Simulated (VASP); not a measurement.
Here is the system:

```
SnTe
1.0
    0.00000     3.16000     3.16000
    3.16000     0.00000     3.16000
    3.16000     3.16000     0.00000
Sn Te
1 1
Direct
  0.00000   0.00000   0.00000
  0.50000   0.50000   0.50000
```
Cell charge +0.5.

Computed with PBE GGA, VASP's PBE PAW potentials (set 64) (plane waves; VASP 6.6.1). Settings: NELECT = 19.5, 400 eV cut-off, 7×7×7 Γ-centred mesh, Gaussian smearing of 0.050 eV, potentials Sn_d Te.

The cell is charged, with a uniform compensating background. Unless said otherwise, spin-orbit coupling is left out, though it shifts the bands of the heavy elements here.

Task: What does the run give for the energy per atom (σ→0), pressure, band gap (on the k-mesh) with the smallest direct gap where there is one?

Result: 
The band gap (on the k-mesh) comes out as none (metal, semimetal or under 0.01 eV), the energy per atom (σ→0) is -5.314 eV/atom and the pressure comes out as -14.67 GPa.

Only differences to runs with the same potentials and settings are physical.

The compound is SnTe in the rock salt structure, which distorts at low temperature. The cell was not relaxed at this level. The run is one of a series of settings (NELECT = 19.5 against the base run), some of them coarse on purpose.
